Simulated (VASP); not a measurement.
A convergence study with VASP on Sn (space group no. 227 when undisturbed): a few settings are varied, all else stays as given below, so the limit is that of these other settings. One atom is moved off its site, so that forces are finite.

```xyz
2
Lattice="0.0000 3.2542 3.2542 3.2542 0.0000 3.2542 3.2542 3.2542 0.0000" Properties=species:S:1:pos:R:3 pbc="T T T"
Sn     0.0289     0.0289     0.0289
Sn     1.6271     1.6271     1.6271
```

Computed with PBE GGA, VASP's PBE PAW potentials (set 64) (plane waves; VASP 6.6.1). The last row used: 300 eV cut-off, 7×7×7 Γ-centred mesh, Fermi-Dirac smearing of 0.020 eV, potentials Sn_d.

```csv
setting,E (eV/atom),pressure (GPa),largest force (eV/Å),irreducible k-points
NBANDS = 14,?,?,?,44
NBANDS = 15,-3.8139,2.47,0.425,44
NBANDS = 16,-3.8139,2.47,0.425,44
NBANDS = 17,-3.8139,2.48,0.425,44
NBANDS = 18,-3.8139,2.48,0.425,44
NBANDS = 20,-3.8139,2.48,0.425,44
NBANDS = 24,-3.8139,2.48,0.425,44
NBANDS = 30,-3.8139,2.48,0.425,44
NBANDS = 46,-3.8139,2.47,0.425,44
```

Problem. Fill in the missing entries.

Solution. 
- NBANDS = 14, E (eV/atom): -3.8133
- NBANDS = 14, pressure (GPa): 2.44
- NBANDS = 14, largest force (eV/Å): 0.439

VASP warned of too few bands at NBANDS = 14; NBANDS = 15.

Left out are rungs that failed or repeat a setting and relaxations that didn't move; long series are thinned to 24 rows.

The structure is a typed Sn crystal (space group no. 227). The cell was not relaxed at this level, it is distorted from the ideal structure. VASP warned that the highest band is occupied, so more bands are needed.
